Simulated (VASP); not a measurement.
**NbSi (relaxed from the wurtzite structure, space group P6_3/mmc): computed properties**

Method: PBEsol GGA, VASP's PBE PAW potentials (set 64) (plane waves; VASP 6.6.1).

```yaml
space_group: P6_3/mmc (194)
cell: a = b = 4.364 Å, c = 4.945 Å, α = β = 90.00°, γ = 120.00°
volume_per_atom: 20.39 Å³/atom
band gap (over mesh and band path): none (metal, semimetal or under 0.01 eV)
density: 4.93 g/cm³
```

```yaml
crystal:
  lattice:
    - [4.36387, 0.00000, 0.00000]
    - [-2.18193, 3.77922, 0.00000]
    - [0.00000, 0.00000, 4.94472]
  atoms:
    - { symbol: Nb, position: [0.33333, 0.66667, 0.93749] }
    - { symbol: Nb, position: [0.66667, 0.33333, 0.43749] }
    - { symbol: Si, position: [0.33333, 0.66667, 0.43751] }
    - { symbol: Si, position: [0.66667, 0.33333, 0.93751] }
```

The structure was generated: NbSi was put into the wurtzite type (P6_3mc), which need not be its known phase. It was relaxed first, which changed the volume by -36 %. The relaxed cell has space group P6_3/mmc. Symmetry was kept, so distortions that lower it aren't found.
